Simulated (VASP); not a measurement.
These are PBEsol GGA, VASP's PBE PAW potentials (set 64) (plane waves; VASP) values and carry that method's errors.

VASP ran on this input.

**KPOINTS**
```
Automatic
0
G
 6 9 1
0 0 0
```

**INCAR**
```
SYSTEM = Hf(100) slab
PREC = Normal; ENCUT = 400; LREAL = .FALSE.
LASPH = .TRUE.
EDIFF = 1E-5; NELM = 100; NELMIN = 4
ALGO = Normal; LMAXMIX = 6
ISMEAR = 1; SIGMA = 0.1
GGA = PS
IBRION = 2; NSW = 50; ISIF = 2
EDIFFG = -0.03
LWAVE = .TRUE.; LCHARG = .FALSE.
DIPOL = 0.5 0.5 0.5
LDIPOL = .TRUE.; IDIPOL = 3
```

**POSCAR**
```
Hf(100) slab
1.0
  4.9922144260   0.0000000000   0.0000000000
  0.0000000000   3.1575338446   0.0000000000
  0.0000000000   0.0000000000  25.7853557677
Hf
8
Cartesian
  1.2480536065   1.5787669223   9.2466801490
  3.7441608195   0.0000000000   8.3351678226
  1.2480536065   0.0000000000  11.9811655575
  3.7441608195   1.5787669223  11.0696790164
  1.2480536065   1.5787669223  14.7156767513
  3.7441608195   0.0000000000  13.8041902102
  1.2480536065   0.0000000000  17.4501879451
  3.7441608195   1.5787669223  16.5386756187
```

POTCAR, in this order: Hf_pv (PBE.64 set). Program: vasp_std.

Unless said otherwise, spin-orbit coupling is left out, though it shifts the bands of the heavy elements here.

Question: Predict the energy per atom (σ→0), band gap (on the k-mesh).

Answer: 
```
Quantity                                                     Value
------------------------  ----------------------------------------
energy per atom (σ→0)                               -9.999 eV/atom
band gap (on the k-mesh)  none (metal, semimetal or under 0.01 eV)
```

**OSZICAR**
```
...
       N       E                     dE             d eps       ncg     rms          rms(c)
DAV:   1    -0.799881113893E+02    0.54792E-02   -0.11918E+00  1920   0.533E+00    0.721E-01
DAV:   2    -0.799938206747E+02   -0.57093E-02   -0.60062E-02  2200   0.104E+00    0.389E-01
DAV:   3    -0.799939702440E+02   -0.14957E-03   -0.31535E-03  2600   0.210E-01    0.259E-01
DAV:   4    -0.799939020709E+02    0.68173E-04   -0.11644E-03  2616   0.123E-01    0.222E-01
DAV:   5    -0.799938641311E+02    0.37940E-04   -0.14732E-04  2040   0.541E-02    0.151E-01
DAV:   6    -0.799938650970E+02   -0.96598E-06   -0.79604E-05  2152   0.359E-02
  15 F= -.79993865E+02 E0= -.79989438E+02  d E =-.764296E-03
```

The cell is a thin slab with vacuum, built from Hf (hcp): (100) face.
